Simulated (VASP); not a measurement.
Computed with r2SCAN+rVV10, VASP's PBE PAW potentials (set 64) (plane waves; VASP).

VASP ran on this input.

File POSCAR:
```
NiAl
1
    2.9142031500     0.0000000000     0.0000000000
    0.0000000000     2.9142031500     0.0000000000
    0.0000000000     0.0000000000     2.9142031500
Al Ni
1 1
Direct
  0.5000000000   0.5000000000   0.5000000000
  0.0000000000   0.0000000000   0.0000000000
```

**INCAR**
```
SYSTEM=NiAl
PREC=Accurate; ENCUT=520; LREAL=.False.
LASPH=.True.
EDIFF=1E-7; NELM=100; ALGO=Normal
LMAXMIX=4; LMIXTAU=.True.
ISMEAR=1; SIGMA=0.1
METAGGA=R2SCAN; LUSE_VDW=.True.; BPARAM=11.95
CPARAM=0.0093
ISIF=2
LWAVE=.False.; LCHARG=.False.
```

KPOINTS:
```
Automatic mesh
0
Gamma
  13 13 13
0 0 0
```

POTCAR, in this order: Al Ni (PBE.64 set). Program: vasp_std.

The resulting files:

**OSZICAR**
```
       N       E                     dE             d eps       ncg     rms          rms(c)
DAV:   1     0.320831660495E+02    0.32083E+02   -0.60040E+03  1688   0.143E+03
DAV:   2    -0.211084545337E+02   -0.53192E+02   -0.50843E+02  1682   0.215E+02
DAV:   3    -0.224721124996E+02   -0.13637E+01   -0.13512E+01  1966   0.451E+01
DAV:   4    -0.224957998090E+02   -0.23687E-01   -0.23679E-01  2036   0.535E+00
DAV:   5    -0.224965040486E+02   -0.70424E-03   -0.70423E-03  1906   0.931E-01    0.118E+01
DAV:   6    -0.229416634623E+02   -0.44516E+00   -0.58793E+01  1866   0.139E+02    0.162E+01
DAV:   7    -0.197365422160E+02    0.32051E+01   -0.16060E+01  1866   0.782E+01    0.177E+00
DAV:   8    -0.197272815925E+02    0.92606E-02   -0.72192E-01  2060   0.129E+01    0.154E+00
DAV:   9    -0.197056959613E+02    0.21586E-01   -0.99338E-02  1850   0.564E+00    0.301E-01
DAV:  10    -0.197111629762E+02   -0.54670E-02   -0.15251E-02  1792   0.150E+00    0.282E-01
DAV:  11    -0.197116941267E+02   -0.53115E-03   -0.56474E-03  1964   0.123E+00    0.487E-02
DAV:  12    -0.197117114326E+02   -0.17306E-04   -0.12911E-04  1886   0.157E-01    0.284E-02
DAV:  13    -0.197116854923E+02    0.25940E-04   -0.39303E-05  1800   0.825E-02    0.319E-02
DAV:  14    -0.197117087509E+02   -0.23259E-04   -0.60742E-05  1930   0.126E-01    0.596E-03
DAV:  15    -0.197117101685E+02   -0.14176E-05   -0.12244E-06  1812   0.161E-02    0.201E-03
DAV:  16    -0.197117104736E+02   -0.30508E-06   -0.62828E-07  1618   0.150E-02    0.576E-04
DAV:  17    -0.197117106431E+02   -0.16953E-06   -0.14947E-08   840   0.212E-03    0.809E-04
DAV:  18    -0.197117105166E+02    0.12647E-06   -0.13223E-08   842   0.205E-03    0.343E-04
DAV:  19    -0.197117105544E+02   -0.37792E-07   -0.11949E-09   840   0.625E-04
   1 F= -.19711711E+02 E0= -.19711778E+02  d E =0.201825E-03
```

File OUTCAR:
```
------------------------ aborting loop because EDIFF is reached ----------------------------------------
  FORCE on cell =-STRESS in cart. coord.  units (eV):
  Direction    XX          YY          ZZ          XY          YZ          ZX
  --------------------------------------------------------------------------------------
  Total       -1.4730762     -1.4730762     -1.4730762     -0.0000000     -0.0000000     -0.0000000
  in kB      -95.3622108    -95.3622108    -95.3622108     -0.0000000     -0.0000000     -0.0000000
  external PRESSURE =     -95.3622108 kB  Pullay stress =       0.0000000 kB
  volume of cell :       24.75
      direct lattice vectors                 reciprocal lattice vectors
     2.914203150  0.000000000  0.000000000     0.343146977  0.000000000  0.000000000
     0.000000000  2.914203150  0.000000000     0.000000000  0.343146977  0.000000000
     0.000000000  0.000000000  2.914203150     0.000000000  0.000000000  0.343146977
 POSITION                                       TOTAL-FORCE (eV/Angst)
 -----------------------------------------------------------------------------------
      1.45710      1.45710      1.45710         0.000000      0.000000      0.000000
      0.00000      0.00000      0.00000         0.000000      0.000000      0.000000
 -----------------------------------------------------------------------------------
    total drift:                                0.000000      0.000000      0.000000
  FREE ENERGIE OF THE ION-ELECTRON SYSTEM (eV)
  ---------------------------------------------------
  free  energy   TOTEN  =       -19.7117105544 eV

  energy  without entropy=      -19.7119123795  energy(sigma->0) =      -19.71177783
```
(Selected blocks of OUTCAR.)

The compound is NiAl in the CsCl type structure. This cell is one point of a volume scan, at 1.06 of the reference volume. The run is not spin-polarised, so no magnetic state was tried. The electron count is odd and the run is not spin-polarised, which forces a metal.
